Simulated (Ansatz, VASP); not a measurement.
# Sc in two plane-wave programs

One calculation is typed for both programs; each brings its own data sets. How far apart do they land? The cell is taken from a series of runs on this material, whose earlier steps may have relaxed, scaled, displaced or heated it; both programs get it as it stands.

Calculated with Ansatz 0.2.0; plane waves, with VASP 6.6.1 beside it; zone-centre phonons at PBEsol.

## Step 1: The structure

Symmetry: P6_3/mmc, No. 194, hexagonal system. Conventional cell: a = 3.305 Å, b = 3.305 Å, c = 4.877 Å, α = 90.00°, β = 90.00°, γ = 120.00°. Nearest to Sc lie 12 Sc at 3.10 to 3.31 Å.

Structure file:

```cif
data_structure
_symmetry_space_group_name_H-M 'P 1'
_symmetry_Int_Tables_number 1
_cell_length_a 3.3052
_cell_length_b 3.3052
_cell_length_c 4.8771
_cell_angle_alpha 90.000
_cell_angle_beta 90.000
_cell_angle_gamma 120.000
_cell_volume 46.14
loop_
_atom_site_label
_atom_site_type_symbol
_atom_site_fract_x
_atom_site_fract_y
_atom_site_fract_z
_atom_site_occupancy
Sc1 Sc 0.33333 0.66667 0.25000 1
Sc2 Sc 0.66667 0.33333 0.75000 1
```

## Step 2: Ansatz: zone-centre phonons, PBEsol, pair 1

Ansatz runs on its PAW soft_1 files.

Second derivatives magnify differences that forces hide, and they need a tight electronic threshold.

Contents of input.yaml:

```yaml
crystal:
  lattice:
    - [3.3051748912, 0.0, 0.0]
    - [-1.6525874456, 2.8623654197, 0.0]
    - [0.0, 0.0, 4.877137299]
  atoms:
    - { symbol: Sc, position: [0.3333334906, 0.6666665094, 0.25] }
    - { symbol: Sc, position: [0.6666665094, 0.3333334906, 0.75] }
kpoints:
  mp_grid: { grid: [15, 15, 8] }
hamiltonian:
  xc: pbesol
  pseudopotentials: { kind: paw, azcp: { folder: soft_1 }, xc_functional: pbe }
scf:
  occupations: { method: methfessel_paxton, width: 0.2 }
output:
  eigenvalues: true
phonons:
  method: dfpt
```

Launch:

```console
$ ansatz run input.yaml --threads 4 --pin off --max-ram 10240MiB --backend cpu --events-out ev --progress --plain --runs-dir out
```

Numbers of over 12 decimals in the logs are rounded to 6 here.

The log of the run:

```text
Warning: the atoms were moved onto the symmetric positions of the space group found under crystal.symmetry.tolerance 1.0e-5 (fractional; no operation is sought that the atoms, as they stand in a round, miss by more than twice it, and no atom is moved by as much as it), and the run uses the moved positions. Before a round's move an operation carried an atom to 1.56e-6 Å from where it should land, the largest such dist [...]
zone centre: on kpoints.mp_grid the ground state, and the responses unless they are solved on pairs of k-points, stand on 320 of the mesh's 1800 k-points, reduced under 4 symmetry operations, with k and −k counted as one. Each operation leaves every solved displacement unchanged or reverses it
Engine: ansatz 0.2.0, x86_64-unknown-linux-gnu
Pseudopotentials: kind: paw
Pseudopotential: Sc, paw, valence charge 11, recommended cutoff 420 eV (normal), soft_1/Sc.paw.azcp
Functional definition: PBEsol
  exchange = pbesol_x
  correlation = pbesol_c
Crystal: 2 atoms, lattice volume = 46.141 Å³
Basis set: ecut = 420 eV, 917 PW (Γ), exchange–correlation on 48×48×72 points (8 copies of the dense FFT grid, shifted against one another)
Bands: 15, of which v1, the nominal top of the filled ones, is band 11 counted from 1 (10 counted from 0)
Symmetry: 24 space group operations
k-points: 320 of 1800 (irreducible under 4 space group operations, time reversal used)
Non-local potential: Sc, projectors of the file, l = 0: 3, l = 1: 2, l = 2: 3, l = 3: 1
PAW form: soft (Blöchl's): semilocal exchange-correlation on the pseudo side does not see the compensation charge
PAW frozen core: Sc, regenerated for the run's functional, and the local potential with it (the file was generated under x = pbe(κ = 0.804, μ = 0.219515), c = pbe(β = 0.066725))
PAW one-centre angular grid: Sc, 590 points (default); XC on 64 Gauss nodes
Initial density: superposition of atomic densities (chi_scale 0.1, normalization cell)
Initial wavefunctions: pseudopotential atomic-orbital guess
Functional: x = pbesol(κ = 0.804, μ = 0.123457), c = pbesol(β = 0.046)
SCF iter   1: F=—  HF=-4222.857034 eV  |F-HF|=—  |Δ(HF+E_count)|=         —  Δρ=2.57e-2  dr2=3.80e-1  ethr=3.10e-3  ⟨swp⟩=3.1  Hψ=17580  notcnv=0
preconditioner: auto → none  [metal: Δε(μ)=0.003 eV  Ē_g=2.785 eV  σ=0.200 eV  W_gap=0.01  n_scr=8 (ndim 8)  ℏωp=13.4 eV  f_vac=0.000  D(μ)=3.66/eV (n_scr^D=34)  sad-step TF]
SCF iter   2: F=—  HF=-4222.763315 eV  |F-HF|=—  |Δ(HF+E_count)|=   9.37e-2  S|Δr|=    0.00e0  Δρ=1.45e-2  dr2=1.31e-1  ethr=1.73e-3  ⟨swp⟩=2.0  Hψ=8383  notcnv=0  defer=2
SCF iter   3: F=—  HF=-4222.719269 eV  |F-HF|=—  |Δ(HF+E_count)|=   4.40e-2  S|Δr|=    0.00e0  Δρ=1.08e-3  dr2=3.17e-4  ethr=5.97e-4  ⟨swp⟩=3.0  Hψ=9141  notcnv=0  defer=2
SCF iter   4: F=—  HF=-4222.719573 eV  |F-HF|=—  |Δ(HF+E_count)|=   3.04e-4  S|Δr|=    0.00e0  Δρ=7.10e-5  dr2=1.22e-6  ethr=1.44e-6  ⟨swp⟩=2.6  Hψ=8002  notcnv=0  defer=2
SCF iter   5: F=—  HF=-4222.719579 eV  |F-HF|=—  |Δ(HF+E_count)|=   5.79e-6  S|Δr|=    0.00e0  Δρ=1.60e-5  dr2=1.05e-7  ethr=5.56e-9  ⟨swp⟩=2.0  Hψ=6502  notcnv=0  defer=2
SCF iter   6: F=—  HF=-4222.719579 eV  |F-HF|=—  |Δ(HF+E_count)|=   3.70e-8  S|Δr|=    0.00e0  Δρ=1.53e-6  dr2=6.51e-10  ethr=4.79e-10  ⟨swp⟩=2.9  Hψ=8731  notcnv=0  defer=2
SCF iter   7: F=—  HF=-4222.719579 eV  |F-HF|=—  |Δ(HF+E_count)|=  1.58e-10  S|Δr|=    0.00e0  Δρ=4.99e-7  dr2=1.08e-10  ethr=2.96e-12  ⟨swp⟩=2.0  Hψ=8384  notcnv=0  defer=2
SCF iter   8: F=-4222.719579 eV  HF=-4222.719579 eV  |F-HF|=6.37e-12  |Δ(HF+E_count)|=  2.91e-11  S|Δr|=    0.00e0  Δρ=1.31e-7  dr2=7.17e-12  ethr=1.00e-12  ⟨swp⟩=3.1  Hψ=18804  notcnv=0
the search or the solves at the SCF's close seem to have found levels that the self-consistency loop had missed (the run counts 4). By its estimate they hold under 1e-12 electrons; where the run keeps them, the occupations were computed again with them
SCF 1 converged in 8 iterations: F = -4222.719579 eV  dr2 = 7.17e-12
  greatest PAW one-centre occupation: 0.998 electrons in one spin orbital (limit 2), on the Sc atom at site 1 (counted from 0), in its partial waves of l = 0
DFPT response loops at Γ: preconditioner auto → Kerker (q_TF=auto, 2.411 Å⁻¹) (partly filled bands, converged f_vac=0.000); β = 1.00, the filter's whole step (`scf.mixing.beta` (0.50) is not read by the response loops under this deck's `scf.mixing.preconditioner`; to damp them name `kerker` or `kerker_dos`, under which they read `scf.mixing.beta`, and type it under 1.00, their step now; both keys bind the ground state too); Broyden in place of MSR1
SCF converged after 8 iterations
Stability not checked: this state was not tested for a lower state beside it, because cold or Methfessel-Paxton smearing, or corrected tetrahedra, fill the levels in a way that the test cannot read (fill_not_monotonic; see scf.lower_state_search)
Free energy (F): -4222.719579 eV
Harris-Foulkes:  -4222.719579 eV  (|F-HF|=6.37e-12)
Internal energy: -4222.716842 eV  (E = F + TS)
E sigma→0 (E₀):  -4222.718895 eV
Entropy (-TS):   -0.002737 eV (-1.368 meV/atom)
Fermi energy:    9.760978 eV
--- Per-component energies (eV) ---
  E_band       = -321.306216
  E_kinetic    = 414.657642
  E_local      = -1644.643131  (includes V_loc(G=0)·N_el)
  E_nonlocal   = 288.816109
  E_hartree    = 587.542271
  E_xc         = -169.484019
  E_vxc        = -209.250618  (∫ρ·V_xc dr)
  E_paw        = -1934.494882  (= ΣΔE_a)
  E_vpaw       = -345.970970  (= ΣTr[D̂ρ^β])
  E_aug_tail   = 0.000080  (compensation charges beyond the density's cutoff)
  E_ewald      = -1765.368963
  E_core_change = 0.258050  (= ΣΔE_core)
  E_smearing   = -0.002737  (= −TS)
  E_closure    = 0.000000  (closes the sum)
  Σ components = -4222.719579   (vs F -4222.719579, Δ=0.00e0)
--- Band table (eV; the first three rows and the last of 320) ---
  k-point 0: bands = [... 7 lower, -17.6695, 4.5419, 8.1061, 10.9990, 11.3733, 11.3733, 11.9579, 11.9579]
  k-point 1: bands = [... 7 lower, -17.6938, 4.6635, 8.0058, 10.8648, 11.2706, 11.2706, 11.8571, 11.8571]
  k-point 2: bands = [... 7 lower, -17.7502, 5.0185, 7.6495, 10.6850, 11.1453, 11.1453, 11.6267, 11.6267]
  k-point 319: bands = [... 7 lower, -17.7720, 8.3803, 8.3803, 9.9254, 9.9254, 10.5828, 10.5828, 12.1170]
--- Phonons (Γ-DFPT): 2 representative perturbations + reference, on 320 of 1800 k-points (Σ response iterations 6) ---
  k mesh reduced under 4 symmetry operations, with k and −k counted as one. Each operation leaves every solved displacement unchanged or reverses it
  ASR residual: 8.220e-5 → 0.000e0 eV/Å²; symmetrization residual: 3.495e-13 eV/Å²
  ASR residual per site (eV/Å²): 8.22e-5 8.22e-5
  Γ frequencies (cm⁻¹): 0.00 0.00 0.00 146.62 146.62 267.47
  non-analytic LO–TO correction: not included (Born effective charges unavailable; polar crystals: no LO–TO splitting at Γ)
```

[end of part 1 of 3]

[Lines on the potential files, build, host, timing and source positions are cut from VASP's logs without a mark.]

[Logs are printed without paths, hosts, clocks, repeated set-up lines and the standing remarks that a program may print on its own settings, such as how far it seeks lower states.]

[Hosts, paths, dates, database ids (printed as entryN), source tags and the programs' standing remarks are cut or masked in the printed files.]
